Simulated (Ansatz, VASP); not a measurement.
# Sn9Se7S11 (SnS1.22Se0.78, CdI2-type hexagonal) in two plane-wave programs

Wanted: the spread between two codes on one cell, functional and k mesh. The cell is invented: As first built, before any earlier steps moved the atoms (in the runner's words): 3x3x1 conventional cells of the SnS2 type (27 atoms: 11 S, 7 Se, 9 Sn); S/Se share their sites, the best of 600 random draws by like-pair counts in two shells; start lattice by linear mixing of the end members' cells; atoms moved at random by 0.02 A. It may not be a known or stable phase. Of the first pair: The structure shown is the end of the Ansatz relaxation below.

Main program and level: Ansatz 0.2.0; plane waves, with VASP 6.6.1 beside it; single point at PBE and single point at PBEsol.

## Step 1: The structure

The cell holds 27 atoms: 11 S, 7 Se and 9 Sn. Cell: a = 11.309 Å, b = 11.311 Å, c = 7.022 Å, α = 90.1°, β = 90.5°, γ = 120.0°. It derives from SnS2 (SnS2 type, space group 164), repeated 3×3×1. As first built, before any earlier steps moved the atoms (in the runner's words): 3x3x1 conventional cells of the SnS2 type (27 atoms: 11 S, 7 Se, 9 Sn); S/Se share their sites, the best of 600 random draws by like-pair counts in two shells; start lattice by linear mixing of the end members' cells; atoms moved at random by 0.02 A.

## Step 2: Ansatz: relaxation, PBE

Ansatz runs on PAW files that the input asks for by source.

This run makes the geometry at which the two programs are then compared.

input.yaml reads:

```yaml
crystal:
  lattice:
    - [11.3088, -0.00325, -0.05511]
    - [-5.65721, 9.79507, -0.0148]
    - [-0.0296, -0.02627, 7.02231]
  atoms:
    - { symbol: S, position: [0.11338, 0.2257, 0.2075] }
    - { symbol: S, position: [0.21947, 0.11042, 0.79173] }
    - { symbol: S, position: [0.11409, 0.55652, 0.2039] }
    - { symbol: S, position: [0.21748, 0.44018, 0.7874] }
    - { symbol: S, position: [0.11388, 0.89012, 0.20713] }
    - { symbol: S, position: [0.55537, 0.1118, 0.79415] }
    - { symbol: S, position: [0.44378, 0.55607, 0.20366] }
    - { symbol: S, position: [0.7833, 0.22528, 0.20962] }
    - { symbol: S, position: [0.88859, 0.11087, 0.79294] }
    - { symbol: S, position: [0.88685, 0.44237, 0.79223] }
    - { symbol: S, position: [0.88797, 0.77826, 0.79367] }
    - { symbol: Se, position: [0.21929, 0.77745, 0.76523] }
    - { symbol: Se, position: [0.44501, 0.22448, 0.2312] }
    - { symbol: Se, position: [0.55479, 0.44168, 0.7699] }
    - { symbol: Se, position: [0.44415, 0.88747, 0.22792] }
    - { symbol: Se, position: [0.55688, 0.77967, 0.7677] }
    - { symbol: Se, position: [0.78152, 0.55728, 0.23214] }
    - { symbol: Se, position: [0.78113, 0.89204, 0.23256] }
    - { symbol: Sn, position: [0.00238, 0.00128, 0.00159] }
    - { symbol: Sn, position: [0.00043, 0.33365, 0.9984] }
    - { symbol: Sn, position: [0.00044, 0.66742, 0.99867] }
    - { symbol: Sn, position: [0.3322, 0.00117, 0.99995] }
    - { symbol: Sn, position: [0.33026, 0.33363, 0.99825] }
    - { symbol: Sn, position: [0.33146, 0.66273, 0.99404] }
    - { symbol: Sn, position: [0.66936, 0.00452, 0.00131] }
    - { symbol: Sn, position: [0.66943, 0.33175, 0.00232] }
    - { symbol: Sn, position: [0.66735, 0.66744, 0.00012] }
kpoints:
  mp_grid: { grid: [2, 2, 3] }
hamiltonian:
  xc: pbe
  pseudopotentials: { kind: paw, source: ansatz }
scf:
  occupations: { method: fermi_dirac, width: 0.01 }
output:
  forces: true
  stress: true
relax:
  f_tol: 0.02
  max_steps: 15
  cell: { stress_tol: 0.1 }
basis: {}
```

Launch:

```
ansatz run input.yaml --threads 8 --pin off --max-ram 15360MiB --backend cpu --events-out ev --progress --plain --runs-dir out
```

Numbers of over 12 decimals in the logs are rounded to 6 here.

Log:

```text
The last accepted step is kept in <dir> (removed where the run ends without a failure and the disk answers)
Engine: ansatz 0.2.0, aarch64-unknown-linux-gnu
Pseudopotentials: kind: paw
Pseudopotential: S, paw, valence charge 6, recommended cutoff 510 eV (normal), S.paw.azcp
Pseudopotential: Se, paw, valence charge 16, recommended cutoff 580 eV (normal), Se.paw.azcp
Pseudopotential: Sn, paw, valence charge 22, recommended cutoff 640 eV (normal), Sn.paw.azcp
Functional definition: PBE
  parameter kappa = 0.804
  parameter beta = 0.066725
  exchange = pbe_x(kappa = kappa, mu = beta*pi^2/3)
  correlation = pbe_c(beta = beta)
Crystal: 27 atoms, lattice volume = 777.707 Å³
Basis set: ecut = 640 eV, 28643 PW (Γ), exchange–correlation on 216×216×144 points (8 copies of the dense FFT grid, shifted against one another)
Bands: 226, of which v1, the nominal top of the filled ones, is band 188 counted from 1 (187 counted from 0)
Symmetry: 1 space group operations
Space group: P1 (ITA 1), of the structure as read, at distance tolerance 9.2e-5 Å
k-points: 8 of 12 (time reversal used)
Non-local potential: S, projectors of the file, l = 0: 2, l = 1: 2, l = 2: 2
Non-local potential: Se, projectors of the file, l = 0: 2, l = 1: 2, l = 2: 3, l = 3: 1
Non-local potential: Sn, projectors of the file, l = 0: 3, l = 1: 3, l = 2: 3, l = 3: 2
PAW form: soft (Blöchl's): semilocal exchange-correlation on the pseudo side does not see the compensation charge
PAW one-centre angular grid: S, 110 points (default); XC on 64 Gauss nodes
PAW one-centre angular grid: Se, 590 points (default); XC on 64 Gauss nodes
PAW one-centre angular grid: Sn, 590 points (default); XC on 64 Gauss nodes
Initial density: superposition of atomic densities (chi_scale 0.1, normalization cell, long waves kept (reshape's long-wave potential 0.26 eV rms))
Initial wavefunctions: pseudopotential atomic-orbital guess
Functional: x = pbe(κ = 0.804, μ = 0.219515), c = pbe(β = 0.066725)
SCF iter   1: F=—  HF=-135749.894188 eV  |F-HF|=—  |Δ(HF+E_count)|=         —  Δρ=4.06e-2  dr2=2.94e1  ethr=3.10e-3  ⟨swp⟩=6.1  Hψ=6693  notcnv=0  defer=59
preconditioner: auto → Resta (q_TF=auto, 2.417 Å⁻¹)  ε∞=3.8  [insulator: Δε(μ)=0.401 eV  Ē_g=9.549 eV  σ=0.010 eV  W_gap=1.00  n_scr=178 (ndim 8)  ℏωp=16.0 eV  f_vac=0.197  D(μ)=0.00/eV (n_scr^D=0)  ε∞_Penn≈3.8]
SCF iter   2: F=—  HF=-135743.737575 eV  |F-HF|=—  |Δ(HF+E_count)|=    6.16e0  Δρ=1.67e-2  dr2=2.21e0  ethr=3.10e-3  ⟨swp⟩=3.6  Hψ=3251  notcnv=0  defer=231
SCF iter   3: F=—  HF=-135743.340540 eV  |F-HF|=—  |Δ(HF+E_count)|=   3.97e-1  Δρ=8.42e-3  dr2=4.65e-1  ethr=5.88e-4  ⟨swp⟩=3.1  Hψ=3234  notcnv=0  defer=232
SCF iter   4: F=—  HF=-135743.309322 eV  |F-HF|=—  |Δ(HF+E_count)|=   3.12e-2  Δρ=2.30e-3  dr2=5.48e-2  ethr=1.24e-4  ⟨swp⟩=2.2  Hψ=2867  notcnv=0  defer=232
SCF iter   5: F=—  HF=-135743.315267 eV  |F-HF|=—  |Δ(HF+E_count)|=   5.95e-3  Δρ=6.51e-4  dr2=4.85e-3  ethr=1.46e-5  ⟨swp⟩=3.0  Hψ=2856  notcnv=0  defer=232
SCF iter   6: F=—  HF=-135743.319689 eV  |F-HF|=—  |Δ(HF+E_count)|=   4.42e-3  Δρ=2.87e-4  dr2=1.01e-3  ethr=1.29e-6  ⟨swp⟩=2.0  Hψ=2752  notcnv=0  defer=232
SCF iter   7: F=—  HF=-135743.320784 eV  |F-HF|=—  |Δ(HF+E_count)|=   1.10e-3  Δρ=1.09e-4  dr2=1.36e-4  ethr=2.68e-7  ⟨swp⟩=2.0  Hψ=2810  notcnv=0  defer=232
SCF iter   8: F=—  HF=-135743.320953 eV  |F-HF|=—  |Δ(HF+E_count)|=   1.69e-4  Δρ=3.35e-5  dr2=1.28e-5  ethr=3.61e-8  ⟨swp⟩=2.0  Hψ=2752  notcnv=0  defer=232
SCF iter   9: F=—  HF=-135743.321614 eV  |F-HF|=—  |Δ(HF+E_count)|=   6.61e-4  Δρ=1.56e-5  dr2=3.44e-6  ethr=3.40e-9  ⟨swp⟩=2.1  Hψ=2851  notcnv=0  defer=232
SCF iter  10: F=—  HF=-135743.321618 eV  |F-HF|=—  |Δ(HF+E_count)|=   4.02e-6  Δρ=6.38e-6  dr2=5.24e-7  ethr=9.14e-10  ⟨swp⟩=2.0  Hψ=2792  notcnv=0  defer=232
SCF iter  11: F=-135743.321619 eV  HF=-135743.321619 eV  |F-HF|=7.74e-8  |Δ(HF+E_count)|=   8.30e-7  Δρ=2.02e-6  dr2=5.27e-8  ethr=2.66e-11  ⟨swp⟩=5.0  Hψ=5790  notcnv=0
SCF 1 converged in 11 iterations: F = -135743.321619 eV  dr2 = 5.27e-8
  greatest PAW one-centre occupation: 1.000 electrons in one spin orbital (limit 2), on the Sn atom at site 26 (counted from 0), in its partial waves of l = 0
relax step   1: F+E_penalty+E_count = -135743.32161912 eV  Δ(F+E_penalty+E_count) = +0.000e0 eV  max|allowed force component| = 1.516e-2 eV/Å  Δτ_max = 0.0000 Å  P = +0.005 GPa  Ω = 777.707 Å³  (11 SCF iters, dr2 threshold 1.00e-7 eV, accepted)
Initial density: handed on by an earlier stage of this run
Initial wavefunctions: pseudopotential atomic-orbital guess (no wavefunctions were taken with the density)
iter 1 solved again at ethr=5.83e-7 eV; its pass at ethr=3.10e-3 eV (dr2=2.19e-3 eV) is discarded
SCF iter   1: F=—  HF=-135743.320963 eV  |F-HF|=—  |Δ(HF+E_count)|=         —  Δρ=2.39e-6  dr2=6.20e-8  ethr=5.83e-7  ⟨swp⟩=5.1  Hψ=12361  notcnv=0
eigensolver tolerance schedule: the retry pair's looser diagonalisation over-reported the residual by 35355.56 of it (diagonalisation noise at an unbounded share of the residual, at the tolerance the schedule requests for it); recorded, not acted on — ethr = c·dr2/N_el stays at c = 1.0e-1
preconditioner: auto → Resta (q_TF=auto, 2.417 Å⁻¹)  ε∞=2.7  [insulator: Δε(μ)=1.100 eV  Ē_g=15.791 eV  σ=0.010 eV  W_gap=1.00  n_scr=178 (ndim 8)  ℏωp=20.4 eV  f_vac=0.221  D(μ)=0.00/eV (n_scr^D=0)  ε∞_Penn≈2.7]
SCF iter   2: F=—  HF=-135743.321619 eV  |F-HF|=—  |Δ(HF+E_count)|=   6.56e-4  Δρ=1.35e-6  dr2=2.57e-8  ethr=1.65e-11  ⟨swp⟩=4.2  Hψ=4771  notcnv=0
SCF iter   3: F=—  HF=-135743.321619 eV  |F-HF|=—  |Δ(HF+E_count)|=   2.76e-8  Δρ=7.57e-7  dr2=8.21e-9  ethr=6.83e-12  ⟨swp⟩=2.0  Hψ=2185  notcnv=0
SCF iter   4: F=—  HF=-135743.321619 eV  |F-HF|=—  |Δ(HF+E_count)|=   2.04e-8  Δρ=3.45e-7  dr2=2.11e-9  ethr=2.18e-12  ⟨swp⟩=2.1  Hψ=2385  notcnv=0
SCF iter   5: F=-135743.321619 eV  HF=-135743.321619 eV  |F-HF|=2.04e-10  |Δ(HF+E_count)|=  3.78e-10  Δρ=2.13e-7  dr2=4.33e-10  ethr=1.00e-12  ⟨swp⟩=5.0  Hψ=5172  notcnv=0
SCF 2 converged in 5 iterations: F = -135743.321619 eV  dr2 = 4.33e-10
relax step   2: F+E_penalty+E_count = -135743.32161914 eV  Δ(F+E_penalty+E_count) = -2.608e-8 eV  max|allowed force component| = 1.516e-2 eV/Å  Δτ_max = 0.0000 Å  P = +0.005 GPa  Ω = 777.707 Å³  stress off target by 1.20e-2 GPa  SCF on the basis re-selected at this cell (its energy is not comparable with the rows above)  (5 SCF iters)
basis re-selected at this cell: Δ(F+E_penalty+E_count) = -2.608e-8 eV, ΔP = +0.000 GPa vs the last step (what re-selecting the basis moved, of the pressure what is left beyond the Pulay correction that the steps carried, after the strain that the cell walked since its last selection, with what the two solves' SCF thresholds leave and, on support functions, any second-order correction that the steps lacked; it is no m [...]
SCF converged after 5 iterations
Free energy (F): -135743.321619 eV
Harris-Foulkes:  -135743.321619 eV  (|F-HF|=2.04e-10)
Internal energy: -135743.321619 eV  (E = F + TS)
E sigma→0 (E₀):  -135743.321619 eV
Fermi energy:    6.193036 eV
--- Per-component energies (eV) ---
  E_band       = -10613.024771
  E_kinetic    = 9666.758067
  E_local      = -90067.766083  (includes V_loc(G=0)·N_el)
  E_nonlocal   = -1569.150650
  E_hartree    = 37956.779053
  E_xc         = -3929.946786
  E_vxc        = -4267.099570  (∫ρ·V_xc dr)
  E_paw        = -57063.741790  (= ΣΔE_a)
  E_vpaw       = -289.326650  (= ΣTr[D̂ρ^β])
  E_aug_tail   = -0.000592  (compensation charges beyond the density's cutoff)
  E_ewald      = -30736.252839
  E_smearing   = -0.000000  (= −TS)
  E_closure    = 0.000000  (closes the sum)
  Σ components = -135743.321619   (vs F -135743.321619, Δ=0.00e0)
--- Forces (eV/Å), atoms counted from 1 ---
  atom   1  S      0.00282428    -0.00267456    -0.00334284
  atom   2  S     -0.00412083     0.00253811     0.00292791
  atom   3  S      0.00094119     0.00214914    -0.00011783
  atom   4  S      0.00068950    -0.00053655     0.00047395
  atom   5  S      0.00360470     0.00358942     0.00274955
  atom   6  S      0.00315660     0.00260079    -0.00094494
  atom   7  S     -0.00289852     0.00111604     0.00234949
  atom   8  S     -0.00052747    -0.00216295    -0.00169817
  atom   9  S      0.00051184     0.00016412     0.00303582
  atom  10  S     -0.00212558     0.00040086    -0.00061394
  atom  11  S     -0.00354194    -0.00305106    -0.00189996
  atom  12  Se     0.00122850    -0.00199930     0.00019230
  atom  13  Se    -0.00095391    -0.00497051     0.00154963
  atom  14  Se     0.00255017     0.00344242    -0.00165284
  atom  15  Se    -0.00295992    -0.00095650     0.00166089
  atom  16  Se     0.00336475    -0.00015269    -0.00097031
  atom  17  Se     0.00122897    -0.00046708     0.00035822
  atom  18  Se    -0.00125696     0.00142471    -0.00032683
  atom  19  Sn     0.00182053    -0.00575886    -0.00413958
  atom  20  Sn    -0.00237934     0.00333140     0.00016906
  atom  21  Sn    -0.00226384     0.00109090     0.00010375
  atom  22  Sn     0.00395155    -0.00132578     0.00283816
  atom  23  Sn     0.00550457     0.00515024     0.00144170
  atom  24  Sn     0.00269011     0.00384990     0.01515635
  atom  25  Sn    -0.00406934    -0.00466176    -0.00397203
  atom  26  Sn    -0.00597875     0.00072461    -0.00846443
  atom  27  Sn    -0.00099058    -0.00285567    -0.00686652
  max |Σ_I F_I| component: 3.43e-6 eV/Å
--- Stress (GPa, compression-positive) ---
        0.003401       0.006994      -0.000455
        0.006994      -0.000558      -0.000693
       -0.000455      -0.000693       0.011860
  P = ⅓ Tr σ = 0.0049 GPa (0.049 kbar)
--- Relaxed structure (1 steps of the walk, 1 accepted, 1 SCFs on fresh bases) ---
  F+E_penalty+E_count = -135743.32161914 eV   max|allowed force component| = 1.516e-2 eV/Å   (the final SCF, on the basis selected at the relaxed cell)
  cell:  # Å, volume = 777.7070 Å³
    - [11.3088, -0.00325, -0.05511]
    - [-5.65721, 9.79507, -0.0148]
    - [-0.0296, -0.02627, 7.02231]
  atoms:
    - { symbol: S, position: [0.113380, 0.225700, 0.207500] }
    - { symbol: S, position: [0.21947, 0.110420, 0.791730] }
    - { symbol: S, position: [0.11409, 0.55652, 0.203900] }
    - { symbol: S, position: [0.21748, 0.44018, 0.787400] }
    - { symbol: S, position: [0.113880, 0.890120, 0.207130] }
    - { symbol: S, position: [0.55537, 0.111800, 0.79415] }
    - { symbol: S, position: [0.44378, 0.55607, 0.20366] }
    - { symbol: S, position: [0.7833, 0.22528, 0.209620] }
    - { symbol: S, position: [0.88859, 0.110870, 0.792940] }
    - { symbol: S, position: [0.886850, 0.442370, 0.792230] }
    - { symbol: S, position: [0.887970, 0.778260, 0.79367] }
    - { symbol: Se, position: [0.21929, 0.777450, 0.76523] }
    - { symbol: Se, position: [0.44501, 0.224480, 0.2312] }
    - { symbol: Se, position: [0.554790, 0.441680, 0.769900] }
    - { symbol: Se, position: [0.44415, 0.88747, 0.227920] }
    - { symbol: Se, position: [0.55688, 0.77967, 0.767700] }
    - { symbol: Se, position: [0.781520, 0.55728, 0.232140] }
    - { symbol: Se, position: [0.78113, 0.89204, 0.23256] }
    - { symbol: Sn, position: [0.00238, 0.00128, 0.00159] }
    - { symbol: Sn, position: [0.00043, 0.333650, 0.9984] }
    - { symbol: Sn, position: [0.00044, 0.667420, 0.998670] }
    - { symbol: Sn, position: [0.3322, 0.00117, 0.999950] }
    - { symbol: Sn, position: [0.330260, 0.333630, 0.998250] }
    - { symbol: Sn, position: [0.33146, 0.66273, 0.99404] }
    - { symbol: Sn, position: [0.66936, 0.00452, 0.00131] }
    - { symbol: Sn, position: [0.66943, 0.331750, 0.00232] }
    - { symbol: Sn, position: [0.66735, 0.66744, 0.00012] }
```

Reading the cycles: dr2 is the Hartree energy of the density residual (eV), the measure of convergence; HF is the Harris–Foulkes estimate of the energy, which meets the free energy F at convergence.

[end of part 1 of 3]

[Lines on the potential files, build, host, timing and source positions are cut from VASP's logs without a mark.]

[Logs are printed without paths, hosts, clocks, repeated set-up lines and the standing remarks that a program may print on its own settings, such as how far it seeks lower states.]

[Hosts, paths, dates, database ids (printed as entryN), source tags and the programs' standing remarks are cut or masked in the printed files.]
